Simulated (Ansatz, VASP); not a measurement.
# Cross-check of ZrSe2 (1T-ZrSe2 4 layers, AA) between VASP and Ansatz, part 2 of 2

One calculation is typed for both programs; each brings its own data sets. How far apart do they land? The cell is taken from a series of runs on this material, whose earlier steps may have relaxed, scaled, displaced or heated it; both programs get it as it stands.

VASP 6.6.1 and Ansatz 0.2.0.

So far: Starting point; VASP: single point, PBE with D3(BJ).

**3. Ansatz: single point, PBE with D3(BJ)**

Level of this step: Ansatz beside VASP: Kohn-Sham DFT, plane waves, PBE with D3(BJ) (Ansatz).

Ansatz runs on its default PAW (the set named soft_2) files.

The same cell, functional, mesh and smearing now go to Ansatz, which takes its cutoff from its data sets.

Contents of input.yaml:

```yaml
crystal:
  lattice:
    - [3.7402117576, 0.0, 0.0]
    - [-1.8701058788, 3.2391183976, 0.0]
    - [0.0, 0.0, 39.327030444]
  atoms:
    - { symbol: Se, position: [0.6666666667, 0.3333333333, 0.228850231] }
    - { symbol: Zr, position: [0.0, 0.0, 0.269557145] }
    - { symbol: Se, position: [0.3333333333, 0.6666666667, 0.3101549345] }
    - { symbol: Se, position: [0.6666666667, 0.3333333333, 0.3826654896] }
    - { symbol: Zr, position: [0.0, 0.0, 0.4232639599] }
    - { symbol: Se, position: [0.3333333333, 0.6666666667, 0.4638548886] }
    - { symbol: Se, position: [0.6666666667, 0.3333333333, 0.5361451114] }
    - { symbol: Zr, position: [0.0, 0.0, 0.5767360401] }
    - { symbol: Se, position: [0.3333333333, 0.6666666667, 0.6173345104] }
    - { symbol: Se, position: [0.6666666667, 0.3333333333, 0.6898450655] }
    - { symbol: Zr, position: [0.0, 0.0, 0.730442855] }
    - { symbol: Se, position: [0.3333333333, 0.6666666667, 0.771149769] }
kpoints:
  mp_grid: { grid: [12, 12, 1] }
  band_path:
    path: [[0, 0, 0], [0.5, 0, 0], [0.33333333, 0.33333333, 0], [0, 0, 0]]
    npoints: 16
hamiltonian:
  xc: pbe
  dispersion: d3bj
scf:
  occupations: { method: fermi_dirac, width: 0.02585 }
  convergence: { dr2_threshold: 1.0e-10 }
efield:
  axis: 3
  dipole_correction: true
  ramp_position: 0.97
  ramp_width: 0.06
  amplitude: 0
output:
  dos: { projected: true, e_range: [-6, 5] }
  bader: true
  write_potential: true
  write_density: true
  volumetric_format: npy
  elf: true
```

Launch:

```sh
> ansatz run input.yaml --threads 4 --pin off --max-ram 12288MiB --backend cpu --events-out ev --progress --plain --runs-dir out
```

Numbers of over 12 decimals in the logs are rounded to 6 here.

Output:

```text
Engine: ansatz 0.2.0, x86_64-unknown-linux-gnu
Pseudopotentials: kind: paw
Pseudopotential: Se, paw, valence charge 16, recommended cutoff 420 eV (normal), Se.paw.azcp
Pseudopotential: Zr, paw, valence charge 12, recommended cutoff 420 eV (normal), Zr.paw.azcp
Functional definition: PBE
  parameter kappa = 0.804
  parameter beta = 0.066725
  exchange = pbe_x(kappa = kappa, mu = beta*pi^2/3)
  correlation = pbe_c(beta = beta)
Crystal: 12 atoms, lattice volume = 476.447 Å³
Basis set: ecut = 420 eV, 9359 PW (Γ)
Bands: 106, of which v1, the nominal top of the filled ones, is band 88 counted from 1 (87 counted from 0)
Symmetry: 6 space group operations
k-points: 19 of 144 (time reversal used)
Non-local potential: Se, projectors of the file, l = 0: 2, l = 1: 2, l = 2: 3, l = 3: 1
Non-local potential: Zr, projectors of the file, l = 0: 3, l = 1: 2, l = 2: 2, l = 3: 2
PAW form: soft (Blöchl's): semilocal exchange-correlation on the pseudo side does not see the compensation charge
PAW one-centre angular grid: Se, 590 points (default); XC on 64 Gauss nodes
PAW one-centre angular grid: Zr, 590 points (default); XC on 64 Gauss nodes
Initial density: superposition of atomic densities (neutral atoms: chi_scale 0, normalization atom), corrected by the library's trained network
Initial wavefunctions: pseudopotential atomic-orbital guess
Functional: x = pbe(κ = 0.804, μ = 0.219515), c = pbe(β = 0.066725)
SCF iter   1: F=—  HF=-60508.512364 eV  |F-HF|=—  |Δ(HF+E_count)|=         —  Δρ=1.10e-3  dr2=3.13e-2  ethr=1.77e-3  p=0.000 e·Å  D=1.97e-13 V/Å  ΔV_dip=-0.00 eV  dr2_dipole=1.15e-8  V_vac-E_F(+/−)=5.25/5.25 eV  ⟨swp⟩=6.3  Hψ=7137  notcnv=0  defer=65
efield: sawtooth ramp at fractional position 0.9700 (set: `efield.ramp_position`, or a place that a band, a saddle search or an elastic batch's reference lends), width 0.0600; the density the first Hamiltonian is built on has a dipole p = 0.000 e·Å; the dipole correction subtracts the counter field D = 1.97e-13 V/Å, which shifts the + side's vacuum level by -0.00 eV against the − side's; the planar-averaged density in the ramp window peaks in size at 8.7e-6 e/Å³
preconditioner: auto → Resta (q_TF=auto, 2.311 Å⁻¹)  ε∞=4.1  [insulator: Δε(μ)=0.203 eV  Ē_g=7.742 eV  σ=0.026 eV  W_gap=0.96  n_scr=118 (ndim 8)  ℏωp=13.6 eV  f_vac=0.389  D(μ)=0.06/eV (n_scr^D=0)  ε∞_Penn≈4.1  vacuum switching on, ρ_ref=4.3e-3 e/Å³]
SCF iter   2: F=—  HF=-60508.508134 eV  |F-HF|=—  |Δ(HF+E_count)|=   4.23e-3  Δρ=6.86e-4  dr2=8.22e-3  ethr=1.78e-5  p=-0.000 e·Å  D=-8.77e-6 V/Å  ΔV_dip=0.00 eV  dr2_dipole=4.59e-8  V_vac-E_F(+/−)=5.40/5.40 eV  ⟨swp⟩=2.0  Hψ=3506  notcnv=0  defer=172
preconditioner: auto → LDOS  [insulator: Δε(μ)=0.178 eV  Ē_g=7.729 eV  σ=0.026 eV  W_gap=0.94  n_scr=118 (ndim 8)  ℏωp=13.6 eV  f_vac=0.389  D(μ)=0.10/eV (n_scr^D=2)  ε∞_Penn≈4.1  β→1.0]
SCF iter   3: F=—  HF=-60508.508347 eV  |F-HF|=—  |Δ(HF+E_count)|=   2.12e-4  Δρ=2.49e-4  dr2=5.28e-4  ethr=4.67e-6  p=-0.000 e·Å  D=-3.01e-6 V/Å  ΔV_dip=0.00 eV  dr2_dipole=1.76e-9  V_vac-E_F(+/−)=5.39/5.39 eV  ⟨swp⟩=2.0  Hψ=2308  notcnv=0  defer=172
SCF iter   4: F=—  HF=-60508.508632 eV  |F-HF|=—  |Δ(HF+E_count)|=   2.86e-4  Δρ=1.72e-4  dr2=5.95e-4  ethr=3.00e-7  p=-0.000 e·Å  D=-5.75e-6 V/Å  ΔV_dip=0.00 eV  dr2_dipole=6.21e-9  V_vac-E_F(+/−)=5.38/5.38 eV  ⟨swp⟩=2.6  Hψ=2826  notcnv=0  defer=172
SCF iter   5: F=—  HF=-60508.508596 eV  |F-HF|=—  |Δ(HF+E_count)|=   3.69e-5  Δρ=5.15e-5  dr2=4.84e-5  ethr=3.00e-7  p=-0.000 e·Å  D=-3.30e-6 V/Å  ΔV_dip=0.00 eV  dr2_dipole=1.90e-9  V_vac-E_F(+/−)=5.39/5.39 eV  ⟨swp⟩=2.0  Hψ=2293  notcnv=0  defer=172
SCF iter   6: F=—  HF=-60508.508597 eV  |F-HF|=—  |Δ(HF+E_count)|=   9.48e-7  Δρ=1.82e-5  dr2=1.25e-5  ethr=2.75e-8  p=-0.000 e·Å  D=-3.01e-6 V/Å  ΔV_dip=0.00 eV  dr2_dipole=1.44e-9  V_vac-E_F(+/−)=5.39/5.39 eV  ⟨swp⟩=2.1  Hψ=2331  notcnv=0  defer=172
SCF iter   7: F=—  HF=-60508.508689 eV  |F-HF|=—  |Δ(HF+E_count)|=   9.24e-5  Δρ=5.95e-6  dr2=8.02e-7  ethr=7.11e-9  p=-0.000 e·Å  D=-2.32e-6 V/Å  ΔV_dip=0.00 eV  dr2_dipole=9.53e-10  V_vac-E_F(+/−)=5.39/5.39 eV  ⟨swp⟩=2.0  Hψ=2290  notcnv=0  defer=172
SCF iter   8: F=—  HF=-60508.508689 eV  |F-HF|=—  |Δ(HF+E_count)|=   4.93e-8  Δρ=1.95e-6  dr2=4.26e-8  ethr=4.55e-10  p=-0.000 e·Å  D=-1.95e-6 V/Å  ΔV_dip=0.00 eV  dr2_dipole=6.53e-10  V_vac-E_F(+/−)=5.39/5.39 eV  ⟨swp⟩=2.3  Hψ=2358  notcnv=0  defer=172
SCF iter   9: F=—  HF=-60508.508689 eV  |F-HF|=—  |Δ(HF+E_count)|=   3.85e-9  Δρ=1.10e-6  dr2=2.09e-8  ethr=2.42e-11  p=-0.000 e·Å  D=-1.60e-6 V/Å  ΔV_dip=0.00 eV  dr2_dipole=3.82e-10  V_vac-E_F(+/−)=5.39/5.39 eV  ⟨swp⟩=2.3  Hψ=2493  notcnv=0  defer=172
SCF iter  10: F=—  HF=-60508.508689 eV  |F-HF|=—  |Δ(HF+E_count)|=   1.02e-9  Δρ=4.44e-7  dr2=1.61e-9  ethr=1.19e-11  p=-0.000 e·Å  D=-1.38e-6 V/Å  ΔV_dip=0.00 eV  dr2_dipole=2.89e-10  V_vac-E_F(+/−)=5.39/5.39 eV  ⟨swp⟩=2.0  Hψ=2293  notcnv=0  defer=172
[...]
SCF 1 converged in 13 iterations: F = -60508.508689 eV  dr2 = 6.34e-11
  greatest PAW one-centre occupation: 1.000 electrons in one spin orbital (limit 2), on the Se atom at site 5 (counted from 0), in its partial waves of l = 2
NSCF: frozen V_eff on 49 k-points
efield: sawtooth ramp at fractional position 0.9700 (kept from the solve that this one continues, or follows in the run), width 0.0600; the density the first Hamiltonian is built on has a dipole p = -0.000 e·Å; the dipole correction subtracts the counter field D = -5.14e-7 V/Å, which shifts the + side's vacuum level by +0.00 eV against the − side's; the planar-averaged density in the ramp window peaks in size at 3.8e-6 e/Å³
WARN: The output density's exchange-correlation potential varies sharply where the density is thin. Do not read a vacuum level from v_tot or v_xc, or from such a field of the output density. On a cell that repeats whose density bears no net charge and no dipole along the vacuum's axis use v_es (v_loc + v_h of the components); under efield.dipole_correction with no amplitude use v_es + v_field, which holds any externa [...]
SCF converged after 13 iterations
Free energy (F): -60508.508689 eV
Harris-Foulkes:  -60508.508689 eV  (|F-HF|=2.04e-10)
Internal energy: -60508.508414 eV  (E = F + TS)
E sigma→0 (E₀):  -60508.508552 eV
Entropy (-TS):   -0.000275 eV (-0.023 meV/atom)
Fermi energy:    3.860929 eV
Dipole field:    D = 0.000005 V/Å  (p = 0.000013 e·Å, saw-weighted, corrected)
Work function:   Φ+ = 5.3857 eV   Φ− = 5.3858 eV
Levels:          The Fermi level and band energies are counted from a zero that moves with the ramp; work functions are not
--- Per-component energies (eV) ---
  E_band       = -4472.228736
  E_kinetic    = 2283.951641
  E_local      = -255448.423362  (includes V_loc(G=0)·N_el)
  E_nonlocal   = -4455.931720
  E_hartree    = 126633.017317
  E_xc         = -1486.053092
  E_vxc        = -1556.389316  (∫ρ·V_xc dr)
  E_paw        = -27101.241442  (= ΣΔE_a)
  E_vpaw       = 1438.532396  (= ΣTr[D̂ρ^β])
  E_aug_tail   = -0.004640  (compensation charges beyond the density's cutoff)
  E_efield     = 0.000000  (sawtooth field / dipole correction)
  E_vefield    = 0.000000  (∫n·V_field dr)
  E_ewald      = 99070.622977
  E_disp       = -4.446092  (pairwise vdW)
  E_smearing   = -0.000275  (= −TS)
  E_closure    = -0.000000  (closes the sum)
  Σ components = -60508.508689   (vs F -60508.508689, Δ=0.00e0)
--- Band table (eV; the first three rows and the last of 19) ---
  k-point 0: bands = [... 84 lower, 3.7300, 3.7300, 3.7718, 3.7718, 4.7983, 4.7983, 4.8160, 4.8160, ... 14 higher]
  k-point 1: bands = [... 84 lower, 3.3746, 3.4704, 3.5189, 3.6007, 4.8596, 4.8770, 4.8954, 4.8998, ... 14 higher]
  k-point 2: bands = [... 84 lower, 3.0601, 3.1159, 3.1497, 3.4577, 4.7136, 4.7401, 4.7543, 4.7594, ... 14 higher]
  k-point 18: bands = [... 84 lower, 1.6418, 1.6418, 1.7500, 1.9234, 5.6159, 5.6405, 5.6660, 5.6707, ... 14 higher]
--- Bader charges: 12 sites ---
  site symbol  charge [e]  shift [e]
     0     Se     -0.9490     0.0004
     1     Zr      1.8919     0.0009
     2     Se     -0.9431     0.0004
     3     Se     -0.9413     0.0004
     4     Zr      1.8827     0.0009
     5     Se     -0.9413     0.0004
     6     Se     -0.9413     0.0004
     7     Zr      1.8827     0.0009
     8     Se     -0.9413     0.0004
     9     Se     -0.9431     0.0004
    10     Zr      1.8919     0.0009
    11     Se     -0.9489     0.0004
  estimated error of the sums over rays = 9.1e-4 e
```

**4. Differences**

Known differences besides the potentials themselves: the data sets hold 176 valence electrons in Ansatz (on its default PAW (the set named soft_2) files) and 96 in VASP; the cutoff is 420 eV in Ansatz and 400 eV in VASP. Total energies have different zeros and are not compared.

Compared:

```csv
quantity,Ansatz,VASP,difference
gap on the k mesh (eV),0.190,0.188,+0.002
```

A gap on the mesh is an upper bound, since the band edges may lie between its points. With vacuum in the cell, a pressure given here is an average over mostly empty space and none of the material.

**5. What came out**

- difference in gap on the k mesh (single point, PBE with D3(BJ)): 0.0018 eV

**Reading.** The difference in gap on the k mesh is 0.0018 eV (single point, PBE with D3(BJ)), within the 0.08 eV picked in this series as the mark of a large difference. The data sets hold unlike numbers of valence electrons (176 in Ansatz and 96 in VASP), so part of the differences comes from the potentials. Such differences can come from data sets, numerical settings and the points named under the comparisons, not from the functional's error against experiment.

[Lines on the potential files, build, host, timing and source positions are cut from VASP's logs without a mark.]

[Logs are printed without paths, hosts, clocks, repeated set-up lines and the standing remarks that a program may print on its own settings, such as how far it seeks lower states.]

[Hosts, paths, dates, database ids (printed as entryN), source tags and the programs' standing remarks are cut or masked in the printed files.]
